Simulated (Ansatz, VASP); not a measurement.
Two plane-wave programs on Si2B3

```xyz
5
Lattice="3.0581 0.0000 0.0000 -1.5290 2.6484 0.0000 0.0000 0.0000 5.7269" Properties=species:S:1:pos:R:3 pbc="T T T"
Si    0.0000    1.7656    1.0895
Si    1.5290    0.8828    4.6374
B     0.0000    0.0000    0.0000
B     0.0000    1.7656    3.0428
B     1.5290    0.8828    2.6840
```

Alike in both runs: functional r2SCAN; k mesh 6 × 6 × 4; occupations gaussian, width 0.1 eV; no spin polarisation.

Ansatz relaxed the structure, and its values are those at the end. VASP's run is a single point on that final structure, the one shown.

```csv
,VASP,Ansatz
version,VASP 6.6.1,Ansatz 0.2.0
potentials or method,"VASP PAW PBE potentials, release 64 (Si, B)","scalar-relativistic, plane waves, PAW"
plane-wave cutoff (eV),520,500
valence electrons in the cell,17,17
```

```tsv
	VASP	Ansatz	Ansatz less VASP
gap on the k mesh at the Fermi level (eV)	none	none	-
pressure (GPa)	0.0	0.0	+0.03
rms of the force components (eV/Å)	0.005	0.001	-0.0039
```

A gap of «none» marks a metal or a gap that the smearing closes.

Caveats: the k mesh is coarse (spacing up to 0.40 Å⁻¹), so the values aren't converged; the PAW data sets were made with another functional, which shifts forces and pressure a little (VASP).
